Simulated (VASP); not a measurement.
Consider the following.

```xyz
3
Lattice="1.7560 -3.0415 0.0000 1.7560 3.0415 0.0000 0.0000 0.0000 4.7736" Properties=species:S:1:pos:R:3 pbc="T T T"
Pt     0.0000     0.0000     0.0000
S      1.7560     1.0138     1.1967
S      1.7560    -1.0138     3.5769
```

All values below come from optB86b-vdW, VASP's PBE PAW potentials (set 64) (plane waves; VASP). Run with 520 eV cut-off, 7×7×5 Γ-centred mesh, Gaussian smearing of 0.050 eV, potentials Pt S.

Q: The ions and cell shape at fixed volume are relaxed. Give the cell that the relaxation ends in.

A: 
```xyz
3
Lattice="1.7896 -3.0996 0.0000 1.7896 3.0996 0.0000 0.0000 0.0000 4.5963" Properties=species:S:1:pos:R:3 pbc="T T T"
Pt     0.0000     0.0000     0.0000
S      1.7896     1.0332     1.2119
S      1.7896    -1.0332     3.3844
```
Space group P-3m1 (164), at a tolerance of 0.03 Å.

Q: How much energy does the relaxation gain?

A: The energy (σ→0) changes by -23.3 meV/atom, in 6 ionic steps.

The compound is PtS2 in the 1T layered structure. This cell is one point of a volume scan, at 0.94 of the reference volume. Symmetry was kept, so distortions that lower it aren't found.
